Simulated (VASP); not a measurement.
SiC (4h):

```
CSi
1.0
    1.54025    -2.66780     0.00000
    1.54025     2.66780     0.00000
    0.00000     0.00000    10.08480
Si C
4 4
Direct
  0.00000   0.00000   0.00000
  0.00000   0.00000   0.50000
  0.66667   0.33333   0.75018
  0.33333   0.66667   0.25018
  0.00000   0.00000   0.81216
  0.00000   0.00000   0.31216
  0.66667   0.33333   0.56329
  0.33333   0.66667   0.06329
```

The lowest empty band near M, direction to Γ, from mBJ (TB09) with spin-orbit coupling in VASP (PAW); its two spin partners are averaged. The gap over the points computed is 3.14 eV, and the next band on that side lies 0.13 eV away at the edge.

Numerical set-up: 520 eV cut-off, 9×9×3 Γ-centred mesh, Gaussian smearing of 0.050 eV, potentials Si C.

| distance from the edge in k (1/Å) | distance in energy (meV) |
|---|---|
| 0.025 | 3.8 |
| 0.035 | 7.5 |
| 0.050 | 15.4 |
| 0.070 | 29.9 |

Question: Fit E(1 + αE) = ħ²k²/2m* (ħ²/2m0 = 3.810 eV Å²) and predict the row at 0.095 1/Å.

Answer: The rows don't resolve α, so a parabola serves: the electron mass is m* = 0.623 m0, and so 55.2 meV. The run gave 54.6 meV, -0.6 meV from the fit.

Left out are points under 3 meV from the edge, since the levels carry 0.1 meV, and points farther than half the way to the next band.

The compound is SiC in the 4h structure. The cell was not relaxed at this level.
